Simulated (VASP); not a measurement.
A run of VASP 6.6.1 is set up as follows.

The input INCAR:

```
ALGO = Normal
EDIFF = 1E-6
EDIFFG = -0.01
ENCUT = 520
IBRION = 2
ISIF = 2
ISMEAR = 1
LASPH = T
LCHARG = F
LREAL = F
LWAVE = F
NELM = 60
NSW = 60
PREC = Accurate
SIGMA = 0.2
```

Contents of KPOINTS:

```
k-points
0
Gamma
  9 9 9
```

POSCAR

```
RbAg2
1.0
    0.0000000000      2.6369902900      7.9101381500
    1.8528156500      0.0000000000      7.9101381500
    1.8528156500      2.6369902900      0.0000000000
Rb Ag
1 2
Direct
    0.0000000000      0.0000000000      0.0000000000
    0.3340350100      0.3340350100      0.6659649900
    0.6659649900      0.6659649900      0.3340350100
```

Potentials or basis: VASP PAW LDA potentials, release 64 (Rb_sv, Ag).

Run with:

```bash
$ cat potpaw_LDA.64/Rb_sv/POTCAR potpaw_LDA.64/Ag/POTCAR > POTCAR
$ mpirun -np 1 vasp_std > vasp.out
```

(1) Estimate the band gap on the k mesh.

(2) Predict the energy gained by relaxing.

## Answers

(1) none (metal or under the smearing width).

(2) 134.8 meV/atom.
